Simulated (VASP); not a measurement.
Here is the system:

```
CELL_PARAMETERS angstrom
      0.00000     3.21000     3.21000
      3.21000     0.00000     3.21000
      3.21000     3.21000     0.00000
ATOMIC_POSITIONS crystal
  Mg 0.00000 0.00000 0.00000
  Te 0.25000 0.25000 0.25000
```

These are PBE GGA, VASP's PBE PAW potentials (set 64) (plane waves; VASP) values and carry that method's errors. Settings: 300 eV cut-off, 7×7×7 Γ-centred mesh, Fermi-Dirac smearing of 0.050 eV, potentials Mg Te.

Unless said otherwise, spin-orbit coupling is left out, though it shifts the bands of the heavy elements here.

Give the energies of bands 2 to 7 at the high-symmetry points, in eV from the valence-band maximum.

```json
[
 {"band": "2", "Γ": "0.00", "X": "-3.11", "U": "-2.85", "L": "-3.29", "W": "-2.74"},
 {"band": "3", "Γ": "0.00", "X": "-1.21", "U": "-1.99", "L": "-0.43", "W": "-1.93"},
 {"band": "4", "Γ": "0.00", "X": "-1.21", "U": "-0.98", "L": "-0.43", "W": "-1.49"},
 {"band": "5", "Γ": "2.50", "X": "2.81", "U": "3.44", "L": "3.26", "W": "4.58"},
 {"band": "6", "Γ": "5.48", "X": "3.54", "U": "5.25", "L": "5.53", "W": "5.71"},
 {"band": "7", "Γ": "5.48", "X": "9.73", "U": "7.98", "L": "5.53", "W": "6.23"}
]
```

The gap is direct, 2.50 eV, from the valence maximum at Γ to the conduction minimum at Γ.

The structure is a typed MgTe crystal (F-43m). The cell was not relaxed at this level.
